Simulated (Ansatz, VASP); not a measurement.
# SiC in two plane-wave programs, part 2 of 2

Aim: how closely do two programs agree when they are given the same cell, functional and k mesh? Of the first pair: The structure shown is the end of the Ansatz relaxation below.

VASP 6.6.1 and Ansatz 0.2.0.

So far. Step 3 (VASP: single point, PBE, pair 1): The run ends at a pressure of -7.89 GPa, with forces up to 0.0011 eV/Å.

## Step 5: Ansatz: relaxation, PBE

Level of this step: Ansatz beside VASP: Kohn-Sham DFT, plane waves, PBE (Ansatz).

This run makes the geometry at which the two programs are then compared. The cell compared in this pair holds 89.02 Å³, against 87.34 Å³ for the pair before.

The structure compared here is the end of the Ansatz relaxation.

File input.yaml:

```yaml
crystal:
  lattice:
    - [3.1545922923, 0.0, 0.0]
    - [-1.5772961462, 2.7319570637, 0.0]
    - [0.0, 0.0, 10.3292143178]
  atoms:
    - { symbol: C, position: [0.6666666667, 0.3333333333, 0.7497888851] }
    - { symbol: C, position: [0.3333333333, 0.6666666667, 0.2497888851] }
    - { symbol: C, position: [0.0, 0.0, 0.500453103] }
    - { symbol: C, position: [0.0, 0.0, 0.000453103] }
    - { symbol: Si, position: [0.6666666667, 0.3333333333, 0.9378757] }
    - { symbol: Si, position: [0.3333333333, 0.6666666667, 0.4378757] }
    - { symbol: Si, position: [0.0, 0.0, 0.6878813119] }
    - { symbol: Si, position: [0.0, 0.0, 0.1878813119] }
kpoints:
  mp_grid: { grid: [9, 9, 4] }
hamiltonian:
  xc: pbe
  pseudopotentials: { kind: paw, azcp: { folder: soft_1 } }
scf:
  occupations: { method: fixed }
output:
  forces: true
  stress: true
  eigenvalues: true
relax:
  adjacent_minimum: "off"
  f_tol: 0.001
  max_steps: 60
  cell: { stress_tol: 0.01, fix: [volume] }
```

Started as:

```sh
$ ansatz run input.yaml --threads 8 --pin off --max-ram 16384MiB --backend cpu --events-out ev --progress --plain --runs-dir out
```

Numbers of over 12 decimals in the logs are rounded to 6 here.

The log of the run:

```text
[...]
Crystal: 8 atoms, lattice volume = 89.019 Å³
Basis set: ecut = 420 eV, 1739 PW (Γ), exchange–correlation on 48×48×144 points (8 copies of the dense FFT grid, shifted against one another)
Bands: 24, of which v1, the nominal top of the filled ones, is band 16 counted from 1 (15 counted from 0)
Symmetry: 12 space group operations
[...]
k-points: 36 of 324 (time reversal used)
[...]
- [-1.577245, 2.731868, 0]
    - [0, 0, 10.329889]
  atoms:
    - { symbol: C, position: [0.666667, 0.333333, 0.749778] }
    - { symbol: C, position: [0.333333, 0.666667, 0.249778] }
    - { symbol: C, position: [0, 0, 0.500456] }
    - { symbol: C, position: [0, 0, 0.000456121] }
    - { symbol: Si, position: [0.666667, 0.333333, 0.937892] }
    - { symbol: Si, position: [0.333333, 0.666667, 0.437892] }
    - { symbol: Si, position: [0, 0, 0.687873] }
    - { symbol: Si, position: [0, 0, 0.187873] }
[key lines of the parts left out:]
SCF converged after 8 iterations
Free energy (F): -3548.473680 eV
Fermi energy:    8.650083 eV
P = ⅓ Tr σ = -11.0795 GPa (-110.795 kbar)
```

## Step 6: VASP: single point, PBE, pair 2

The same cell, functional and mesh now go to VASP, with its own data sets.

File INCAR:

```
SYSTEM = SiC
PREC = Accurate
ENCUT = 600
EDIFF = 1E-06
NELM = 120
ISMEAR = 0
SIGMA = 0.01
LREAL = .FALSE.
ALGO = Normal
GGA = PE
NBANDS = 24
LORBIT = 11
LWAVE = .FALSE.
LCHARG = .FALSE.
ISIF = 2
LASPH = .TRUE.
GGA_COMPAT = .FALSE.
EFERMI = MIDGAP
KPAR = 2
```

File POSCAR:

```
SiC
1.0
    3.1544893461      0.0000000000      0.0000000000
   -1.5772446731      2.7318679096      0.0000000000
    0.0000000000      0.0000000000     10.3298885131
C Si
4 4
Direct
    0.6666666666      0.3333333332      0.7497779655
    0.3333333332      0.6666666666      0.2497779655
    0.9999999999      0.9999999999      0.5004561213
    0.9999999999      0.9999999999      0.0004561213
    0.6666666666      0.3333333332      0.9378917572
    0.3333333332      0.6666666666      0.4378917572
    0.9999999999      0.9999999999      0.6878731561
    0.9999999999      0.9999999999      0.1878731561
```

File KPOINTS:

```
Automatic mesh
0
Gamma
9 9 4
0 0 0
```

Potentials, in the order of the species: C and Si (PBE family, release 64).

Started as:

```sh
$ mpirun -np 2 vasp_std
```

The log of the run:

```text
[... set-up lines as in an earlier step ...]
 entering main loop
       N       E                     dE             d eps       ncg     rms          rms(c)
DAV:   1     0.865497838498E+02    0.86550E+02   -0.15703E+04  1728   0.134E+03
DAV:   2    -0.586391387091E+02   -0.14519E+03   -0.13458E+03  2368   0.203E+02
DAV:   3    -0.665924176387E+02   -0.79533E+01   -0.78986E+01  2304   0.461E+01
DAV:   4    -0.667138807880E+02   -0.12146E+00   -0.12132E+00  2216   0.662E+00
[...]
DAV:  12    -0.600706109763E+02   -0.23204E-05   -0.10563E-05  2224   0.195E-02    0.639E-03
DAV:  13    -0.600706122398E+02   -0.12635E-05   -0.78798E-07  1664   0.535E-03    0.145E-03
DAV:  14    -0.600706124775E+02   -0.23773E-06   -0.11793E-07  1400   0.190E-03
   1 F= -.60070612E+02 E0= -.60070612E+02  d E =0.000000E+00
```

From OUTCAR (step 6):

```text
  Total       -6.2294114     -6.2294114     -6.2271681      0.0000000      0.0000000      0.0000000
  in kB     -112.1174468   -112.1174468   -112.0770715      0.0000000      0.0000000      0.0000000
  external PRESSURE =    -112.1039884 kB  Pullay stress =       0.0000000 kB

 POSITION                                       TOTAL-FORCE (eV/Angst)
 -----------------------------------------------------------------------------------
      1.57724      0.91062      7.74512         0.000000     -0.000000     -0.000115
     -0.00000      1.82125      2.58018        -0.000000     -0.000000     -0.000115
      1.57724      2.73187      5.16966         0.000000      0.000000     -0.000218
      1.57724      2.73187      0.00471        -0.000000     -0.000000     -0.000218
      1.57724      0.91062      9.68832         0.000000      0.000000      0.001045
     -0.00000      1.82125      4.52337         0.000000     -0.000000      0.001045
      1.57724      2.73187      7.10565         0.000000     -0.000000     -0.000712
      1.57724      2.73187      1.94071         0.000000     -0.000000     -0.000712
 -----------------------------------------------------------------------------------
    total drift:                                0.000000      0.000000      0.000398

  FREE ENERGIE OF THE ION-ELECTRON SYSTEM (eV)
  ---------------------------------------------------
  free  energy   TOTEN  =       -60.0706124775 eV

  energy  without entropy=      -60.0706124775  energy(sigma->0) =      -60.07061248

[... 1 part as in an earlier step ...]

[... 2 further parts left out ...]
[key lines of the parts left out:]
E-fermi :   8.5215
```

The run ends at a pressure of -11.21 GPa, with forces up to 0.0010 eV/Å.

## Step 7: Differences

The two programs side by side:

```
              quantity  Ansatz    VASP  difference
        pressure (GPa)  -11.08  -11.21       +0.13
gap on the k mesh (eV)   2.298   2.298       0.000
```

A gap on the mesh is an upper bound, since the band edges may lie between its points.

## Step 8: Ansatz: zone-centre phonons, PBE

Second derivatives magnify differences that forces hide, and they need a tight electronic threshold. The cell compared in this pair holds 75.58 Å³, against 89.02 Å³ for the pair before.

The cell is taken from a series of runs on this material, whose earlier steps may have relaxed, scaled, displaced or heated it; both programs get it as it stands.

File input.yaml:

```yaml
crystal:
  lattice:
    - [2.987947297, 0.0, 0.0]
    - [-1.4939736485, 2.5876382643, 0.0]
    - [0.0, 0.0, 9.7756252096]
  atoms:
    - { symbol: C, position: [0.6666666667, 0.3333333333, 0.7498204046] }
    - { symbol: C, position: [0.3333333333, 0.6666666667, 0.2498204046] }
    - { symbol: C, position: [0.0, 0.0, 0.5004261107] }
    - { symbol: C, position: [0.0, 0.0, 0.0004261107] }
    - { symbol: Si, position: [0.6666666667, 0.3333333333, 0.9377820843] }
    - { symbol: Si, position: [0.3333333333, 0.6666666667, 0.4377820843] }
    - { symbol: Si, position: [0.0, 0.0, 0.6879704004] }
    - { symbol: Si, position: [0.0, 0.0, 0.1879704004] }
kpoints:
  mp_grid: { grid: [9, 9, 4] }
hamiltonian:
  xc: pbe
  pseudopotentials: { kind: paw, azcp: { folder: soft_1 } }
scf:
  occupations: { method: fixed }
output:
  eigenvalues: true
phonons:
  method: dfpt
  dielectric: true
  rigid_motions: translations
```

Started as:

```sh
$ ansatz run input.yaml --threads 8 --pin off --max-ram 16384MiB --backend cpu --events-out ev --progress --plain --runs-dir out
```

The log of the run:

```text
[...]
Crystal: 8 atoms, lattice volume = 75.582 Å³
Basis set: ecut = 420 eV, 1425 PW (Γ), exchange–correlation on 40×40×144 points (8 copies of the dense FFT grid, shifted against one another)
Bands: 24, of which v1, the nominal top of the filled ones, is band 16 counted from 1 (15 counted from 0)
Symmetry: 12 space group operations
k-points: 95 of 324 (irreducible under 2 space group operations, time reversal used)
[...]
ω (cm⁻¹)  modes    IR ((D/Å)²/amu)
[...]
optical modes at Γ + LO–TO along q̂ = [0.0000, 1.0000, 0.0000]:
      ω (cm⁻¹)  modes    IR ((D/Å)²/amu)
[...]
optical modes at Γ + LO–TO along q̂ = [0.0000, 0.0000, 1.0000]:
      ω (cm⁻¹)  modes    IR ((D/Å)²/amu)
[...]
921.07      1             0.0347
        994.33      1             0.0000
       1002.69      1             0.0000
       1046.01      1            89.8626
[key lines of the parts left out:]
SCF converged after 11 iterations
Free energy (F): -3547.992314 eV
Fermi energy:    10.736228 eV
```

## Step 9: VASP: zone-centre phonons, PBE

The same cell, functional and mesh now go to VASP, with its own data sets.

INCAR, as its differences from that of step 6:

```diff
@@ -3,3 +3,3 @@
 ENCUT = 600
-EDIFF = 1E-06
+EDIFF = 1E-08
 NELM = 120
@@ -15,2 +15,4 @@
 ISIF = 2
+IBRION = 8
+LEPSILON = .TRUE.
 LASPH = .TRUE.
```

File POSCAR:

```
SiC
1.0
    2.9879472970      0.0000000000      0.0000000000
   -1.4939736485      2.5876382643      0.0000000000
    0.0000000000      0.0000000000      9.7756252096
C Si
4 4
Direct
    0.6666666666      0.3333333332      0.7498204046
    0.3333333332      0.6666666666      0.2498204046
    0.9999999999      0.9999999999      0.5004261107
    0.9999999999      0.9999999999      0.0004261107
    0.6666666666      0.3333333332      0.9377820843
    0.3333333332      0.6666666666      0.4377820843
    0.9999999999      0.9999999999      0.6879704004
    0.9999999999      0.9999999999      0.1879704004
```

KPOINTS is that of step 6.

Started as:

```sh
$ mpirun -np 2 vasp_std
```

The log of the run:

```text
[... set-up lines as in an earlier step ...]
 entering main loop
       N       E                     dE             d eps       ncg     rms          rms(c)
DAV:   1     0.923643997193E+02    0.92364E+02   -0.16250E+04  1728   0.136E+03
DAV:   2    -0.605376844562E+02   -0.15290E+03   -0.14120E+03  2344   0.217E+02
DAV:   3    -0.679975132438E+02   -0.74598E+01   -0.74044E+01  2304   0.464E+01
DAV:   4    -0.680896462672E+02   -0.92133E-01   -0.92065E-01  2216   0.599E+00
[...]
DAV:  15    -0.595933128746E+02    0.20639E-07   -0.36091E-08  2152   0.100E-03    0.255E-04
DAV:  16    -0.595933128912E+02   -0.16521E-07   -0.17035E-09  1480   0.222E-04    0.132E-04
DAV:  17    -0.595933128894E+02    0.17690E-08   -0.27510E-10  1312   0.103E-04
   1 F= -.59593313E+02 E0= -.59593313E+02  d E =0.000000E+00
 Linear response reoptimize wavefunctions to high precision
DAV:   1    -0.595933128871E+02    0.22746E-08   -0.59027E-11  1352   0.449E-05
DAV:   2    -0.595933128871E+02    0.31832E-11   -0.10888E-11  1208   0.206E-05
 Linear response G [H, r] |phi>, progress :
  Direction:   1
[...]
RMM:  10    -0.150584878865E-01    0.13572E-08   -0.99803E-08 14772   0.227E-05    0.309E-06
 first order change of Fermi-energy   0.43915E+00
 force on displaced ion       7 direction 1 : -24.570  -0.001   0.000
 Born effective charge ion    7 direction 1 :   2.739  -0.000  -0.000
 Linear response progress:
  Degree of freedom:   8/  8
       N       E                     dE             d eps       ncg     rms          rms(c)
RMM:   1    -0.504081805402E-01   -0.50408E-01    0.34246E-02  5743   0.132E+00
RMM:   2    -0.376883581963E-01    0.12720E-01   -0.56012E-03  3431   0.407E-01    0.169E-01
RMM:   3    -0.367967886681E-01    0.89157E-03   -0.53050E-04  3683   0.125E-01    0.963E-02
RMM:   4    -0.365347478312E-01    0.26204E-03    0.48447E-05  3781   0.918E-02    0.321E-02
[...]
RMM:  13    -0.366157992960E-01   -0.19081E-07    0.81678E-07  3843   0.213E-05    0.881E-07
RMM:  14    -0.366157768397E-01    0.22456E-07    0.13639E-06  3440   0.173E-05    0.307E-07
RMM:  15    -0.366157832035E-01   -0.63638E-08    0.11722E-06  2745   0.166E-05    0.980E-08
 first order change of Fermi-energy  -0.83651E-01
 force on displaced ion       7 direction 3 :   0.000   0.000 -36.319
 Born effective charge ion    7 direction 3 :  -0.000   0.000   2.997
 Born effective charges drift removed
 Linear response finished
```

Parts of OUTCAR (step 9):

```text
 MACROSCOPIC STATIC DIELECTRIC TENSOR IONIC CONTRIBUTION
 ------------------------------------------------------
           3.042303    -0.000000     0.000000
          -0.000000     3.042303     0.000000
           0.000000     0.000000     3.405689
 ------------------------------------------------------

[... 1 part as in an earlier step ...]
```

## Step 10: Side by side

What differs besides the data sets and the points named for the pairs above, as far as they apply: VASP's response is taken on the typed mesh, Ansatz refines its own for the field response alone. Total energies have different zeros and are not compared.

The two programs side by side:

```
                                     quantity  Ansatz    VASP  difference
                                        ε∞ xx    6.79    6.84     -0.82 %
                                        ε∞ yy    6.79    6.84     -0.82 %
                                        ε∞ zz    7.10    7.11     -0.07 %
 Born charge of C1 (mean of the diagonal) (e)   -2.79   -2.77       -0.02
Born charge of Si5 (mean of the diagonal) (e)    2.74    2.72       +0.02
                   optical mode 1 to 2 (cm⁻¹)   188.3   188.7     -0.23 %
                   optical mode 3 to 4 (cm⁻¹)   198.3   198.9     -0.27 %
                   optical mode 5 to 6 (cm⁻¹)   251.7   252.5     -0.32 %
                        optical mode 7 (cm⁻¹)   433.1   433.4     -0.07 %
                        optical mode 8 (cm⁻¹)   442.4   443.0     -0.14 %
                        optical mode 9 (cm⁻¹)   648.4   647.4     +0.16 %
                 optical mode 10 to 11 (cm⁻¹)   857.3   856.8     +0.06 %
                       optical mode 12 (cm⁻¹)   858.4   857.8     +0.07 %
                 optical mode 13 to 14 (cm⁻¹)   860.5   859.8     +0.08 %
                 optical mode 15 to 16 (cm⁻¹)   868.6   867.9     +0.08 %
                 optical mode 17 to 18 (cm⁻¹)   874.9   874.4     +0.06 %
                       optical mode 19 (cm⁻¹)   921.2   920.4     +0.09 %
                       optical mode 20 (cm⁻¹)   994.3   993.3     +0.10 %
                       optical mode 21 (cm⁻¹)  1002.7  1001.3     +0.14 %
```

Modes are paired by rising frequency, not by their patterns, so a pair may set unlike modes beside each other; they are those without the splitting of longitudinal modes.

## Step 11: What came out

| Property | Result |
| --- | --- |
| difference in gap on the k mesh (single point, PBE, pair 1) | 5.3e-4 eV |
| difference in gap on the k mesh (single point, PBE, pair 2) | 4.5e-4 eV |
| r.m.s. difference of the optical zone-centre modes, each program's sorted by frequency (zone-centre phonons, PBE) | 0.72 cm⁻¹ |
| difference in ε∞ xx (zone-centre phonons, PBE) | -0.8 % |

**Reading.** The difference in gap on the k mesh is 5.3e-4 eV (single point, PBE, pair 1), within the 0.08 eV picked in this series as the mark of a large difference. Among the rows given in per cent, the largest difference of the zone-centre phonons, PBE pair is in ε∞ xx, -0.8 %. How closely two codes agree says nothing of how well the functional describes the real material.

[Lines on the potential files, build, host, timing and source positions are cut from VASP's logs without a mark.]

[Logs are printed without paths, hosts, clocks, repeated set-up lines and the standing remarks that a program may print on its own settings, such as how far it seeks lower states.]

[Hosts, paths, dates, database ids (printed as entryN), source tags and the programs' standing remarks are cut or masked in the printed files.]
